For this rock-salt BiTe cell, the functional decides the pressure far more than the program does, provided the k mesh is the same. From LDA to RPBE the pressure rises by 4.64 GPa, whereas two programs running PBE on the 7x7x7 mesh differ by only 0.17 GPa. A joint change of mesh, cutoff, smearing and potentials is less harmless: it moves the PBE result by up to 0.64 GPa. The choice of functional therefore comes first, and the mesh must be settled before small differences are read.

Kohn-Sham DFT with VASP, GPAW and Ansatz for rock-salt BiTe (Fm-3m, 2 atoms, 33.85 Å³/atom), all in the same fixed cell, without spin polarization, spin-orbit coupling or dispersion correction. The basis column gives the plane-wave cutoff. Pressure is that of the static lattice, positive in compression, with Ansatz's Pulay correction taken off.

```tsv
method	rung	program	potentials	basis	k mesh	smearing	pressure (GPa)
LDA	LDA	VASP	VASP PAW LDA potentials, recommended	520 eV	7x7x7 2-atom cell	gaussian 0.02eV	-2.460
PBE	GGA	VASP	VASP PAW PBE potentials, gw, light	500 eV	4x4x4 2-atom cell	gaussian 0.02eV	0.230
PBE	GGA	GPAW	GPAW PAW data sets (gpaw data 1.2.1)	600 eV	7x7x7 2-atom cell	Fermi-Dirac 0.05eV	0.700
PBE	GGA	VASP	VASP PAW PBE potentials, recommended	520 eV	7x7x7 2-atom cell	Fermi-Dirac 0.05eV	0.870
PBEsol	GGA	Ansatz	Ansatz PAW	420 eV	7x7x7 2-atom cell	gaussian 0.1eV	-1.570
PBEsol	GGA	VASP	VASP PAW PBE potentials, minimal	500 eV	7x7x7 2-atom cell	gaussian 0.1eV	-1.510
RPBE	GGA	VASP	VASP PAW PBE potentials, materialsproject	520 eV	7x7x7 2-atom cell	gaussian 0.1eV	2.180
```

**Why the pressure climbs from LDA to RPBE**

A positive pressure means that the cell is squeezed and would expand if released. A negative one means that it is stretched and would shrink. LDA and PBEsol thus ask for a smaller cell than the given one, PBE and RPBE for a larger one. No row of one functional overlaps with a row of another.

The order follows from what each functional does with an uneven density. In the limit of a uniform density all four give the same energy. When a crystal is pulled apart, the density between the atoms thins out and varies more sharply relative to its own size. Gradient-corrected exchange lowers the energy of such regions, so it rewards expansion in a way that LDA does not. The faster this reward grows, the larger the preferred volume, and the higher the pressure in a cell of fixed size.

Gradient-corrected correlation pulls the other way, because it weakens the correlation energy where the density varies sharply. PBEsol has a gentle exchange correction, much of which is offset by correlation, and so it stays near LDA. In PBE both corrections are stronger, but exchange gains more than correlation takes back. RPBE keeps the correlation of PBE but lets the exchange reward go on growing where that of PBE begins to level off. By the same reasoning, a functional with PBE correlation and a weaker exchange gradient should fall below PBE in pressure.

**How far exchange alone explains the steps**

The argument can be tested with the factor F by which a functional enhances the LDA exchange energy. F depends on the reduced gradient s, which measures how sharply the density varies on the scale of the local electron wavelength. If the main effect of expansion is to raise s, and by a similar amount for every functional, the pressure steps should roughly follow the differences in the slope dF/ds. This slope is zero for LDA and 2μs/(1 + μs²/κ)² for PBE and PBEsol, where μ sets the strength of the gradient term and κ its ceiling. For RPBE it is 2μs·exp(−μs²/κ), with the μ and κ of PBE. The slopes were compared at s = 0.5 and s = 1, a plausible range for valence electrons, with no constant adjusted to the pressures.

Exchange alone gives the right order but the wrong spacing. In the calculations the step from LDA to PBEsol is 0.4 times the step from PBEsol to PBE, while the slopes make it 1.4 to 2.0 times as large. The opposing correlation term, which this estimate leaves out, is a likely reason, though the table does not isolate it. The ratio of the PBE-to-RPBE step to the PBEsol-to-PBE step, 0.55, does lie within the range from the slopes, but that range is too wide for a strict test. The printed output after the text lists these ratios.

**What the steps mean for a lattice constant**

A pressure becomes useful once it is turned into a length. For small strains the relative change of volume is P/B, with P the pressure and B the bulk modulus, and the relative change of length is a third of that. Related rock-salt tellurides have a B of roughly 40 GPa, a recalled value that serves only for an estimate. LDA then asks for a length change of −2.46/(3 × 40) ≈ −0.02, a contraction of about 2 per cent.

On the same scale RPBE asks for an expansion of nearly 2 per cent, so the choice of functional can move the lattice constant by about 4 per cent in all. An accuracy of 1 per cent allows a pressure error of about 1.2 GPa. The scatter between programs on the 7x7x7 mesh is well within that, but the step from PBEsol to PBE, 2.38 GPa, is not. An accuracy of 0.1 per cent allows only about 0.12 GPa, and at that level even the difference between the two PBE programs matters.

The small pressures of PBE do not make it the most accurate choice. They show that the given cell lies close to the volume that PBE prefers. Spin-orbit coupling, which is strong for the Bi 6p electrons, and thermal expansion are both left out, and either can shift the balance. A measured volume used as a judge must also belong to the rock-salt form, since BiTe is layered under ordinary conditions.

**Where the settings begin to matter**

The PBE row with gw, light potentials shows how settings can blur the ladder. It is an ordinary PBE calculation, since "gw" names the potentials and not the theory. Its pressure of 0.23 GPa lies below the 0.87 GPa of PBE with recommended potentials. Mesh, cutoff, smearing and potentials all differ between the two, so the shift cannot be assigned to one of them.

The mesh deserves suspicion because this crystal is a metal. Its occupied states end at a Fermi surface, which a few k points trace poorly. A separate PBEsol run of the same crystal in CONQUEST, with a doubled cell, a 4x4x3 mesh and a local basis, gives stresses along different axes that disagree by 1.4 GPa, although cubic symmetry requires them to be equal. That is a numerical error, and its likely source is the coarse mesh, which lacks the cubic symmetry of the crystal. Even 7x7x7 may be too coarse for fine work, and agreement between programs that share this mesh does not test it.

The step from LDA to PBEsol is the one most exposed to such errors. At 0.95 GPa it is only about one and a half times the spread of all PBE rows, and cutoff, smearing and potentials change along with the functional. The order of these two is what theory leads one to expect, but the size of the step should be taken as approximate.

**Choice and cost**

All four functionals need only the local density and, except for LDA, its gradient, so at equal settings they cost about the same. The mesh is what costs more: a full 7x7x7 mesh has about 5.4 times the points of a 4x4x4 one, although the cost rises by less than that, because symmetry removes a larger share of the finer mesh.

For a lattice constant good to 1 per cent, the functional should be chosen by its record for similar solids. LDA usually makes cells too small, PBE tends to make them too large and RPBE more so, while PBEsol falls between LDA and PBE and is often closest to measured cells. On a converged mesh any of the three programs in the table should then serve. An accuracy of 0.1 per cent against experiment is more than any of these functionals can promise. Calculations with one functional can agree that closely, but only if mesh, cutoff and smearing are converged and the potentials are equally sound. Cells should not be carried from one functional to another unnoticed: a cell relaxed with PBEsol would start a PBE calculation under a compression of roughly 2 GPa.

Printed output of the fit:

```
Step LDA to PBEsol, VASP 7x7x7 rows, GPa: 0.95
Step PBEsol to PBE, VASP 7x7x7 rows, GPa: 2.38
Step PBE to RPBE, VASP 7x7x7 rows, GPa: 1.31
Whole span LDA to RPBE, GPa: 4.64
Spread of PBE between programs on 7x7x7, GPa: 0.17
Spread of PBEsol between programs on 7x7x7, GPa: 0.06
Spread of all PBE rows, with the 4x4x4 gw light row, GPa: 0.64
Smallest functional step over PBE spread on 7x7x7: 5.588
Smallest functional step over spread of all PBE rows: 1.484
Spurious stress difference between axes in the 4x4x3 run, GPa: 1.357
Rough length change that each row asks for:
     row  pressure in GPa  length change in per cent
     LDA            -2.46                      -2.05
     PBE             0.23                     0.1917
     PBE              0.7                     0.5833
     PBE             0.87                      0.725
  PBEsol            -1.57                     -1.308
  PBEsol            -1.51                     -1.258
    RPBE             2.18                      1.817
Pressure error that shifts the length by 1 per cent, rough, GPa: 1.2
Pressure error that shifts the length by 0.1 per cent, rough, GPa: 0.12
Step LDA to PBEsol over step PBEsol to PBE, computed: 0.3992
The same ratio from exchange alone at reduced gradient 0.5: 1.374
The same ratio from exchange alone at reduced gradient 1: 2.035
Step PBE to RPBE over step PBEsol to PBE, computed: 0.5504
The same ratio from exchange alone at reduced gradient 0.5 (RPBE): 0.1575
The same ratio from exchange alone at reduced gradient 1 (RPBE): 0.7125
Points of the full 7x7x7 mesh over those of 4x4x4: 5.359
```
